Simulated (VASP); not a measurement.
Computed with PBEsol GGA, VASP's PBE PAW potentials (set 64) (plane waves; VASP).

The input files of a VASP run:

### INCAR
```
# general
SYSTEM =GaN
PREC   =Normal
ENCUT  =450
LREAL  =.FALSE.   # projection in real space or not
LASPH  =.TRUE.   # aspherical one-centre terms

# electronic loop
EDIFF  =1E-5
NELM   =100
NELMIN =4
ALGO   =Fast
LMAXMIX=4   # l cut-off of mixed one-centre charges

# smearing
ISMEAR =0   # Gaussian
SIGMA  =0.05

# functional
GGA    =PS

# ions
IBRION =2   # conjugate gradients
NSW    =20
ISIF   =2
EDIFFG =-0.03

# output
LWAVE  =.FALSE.
LCHARG =.FALSE.
```

POSCAR:
```
GaN
1.0
  3.1820442646   0.0000000000   0.0000000000
 -1.5910221323   2.7557311313   0.0000000000
  0.0000000000   0.0000000000   5.1800056344
Ga N
2 2
Cart
 -0.0000015910   1.8371550061   0.0000000000
  1.5910237233   0.9185761252   2.5900028172
 -0.0000015910   1.8371550061   1.9528621242
  1.5910237233   0.9185761252   4.5428649414
```

**KPOINTS**
```
K-points
0
gamma
 11 11 6
0 0 0
```

POTCAR, in this order: Ga_d N (PBE.64 set). Program: vasp_std.

Task: Predict the energy per atom (σ→0).

Result: 
```json
{
 "energy per atom (σ→0)": "-6.569 eV/atom"
}
```

### OSZICAR
```
...
RMM:   9    -0.262732452100E+02    0.73973E-02   -0.70018E-02  4141   0.162E+00    0.323E-01
RMM:  10    -0.262740407218E+02   -0.79551E-03   -0.31226E-02  3530   0.865E-01    0.114E-01
RMM:  11    -0.262745525572E+02   -0.51184E-03   -0.53753E-03  3534   0.713E-01    0.889E-02
RMM:  12    -0.262744054745E+02    0.14708E-03   -0.24579E-03  3601   0.313E-01    0.918E-03
RMM:  13    -0.262744493718E+02   -0.43897E-04   -0.48996E-04  3290   0.151E-01    0.120E-02
RMM:  14    -0.262744622154E+02   -0.12844E-04   -0.15580E-04  2618   0.690E-02    0.133E-02
RMM:  15    -0.262744590380E+02    0.31775E-05   -0.37983E-05  2435   0.510E-02
   1 F= -.26274459E+02 E0= -.26274459E+02  d E =-.262745E+02
```

The compound is GaN in the wurtzite structure. It was relaxed first.
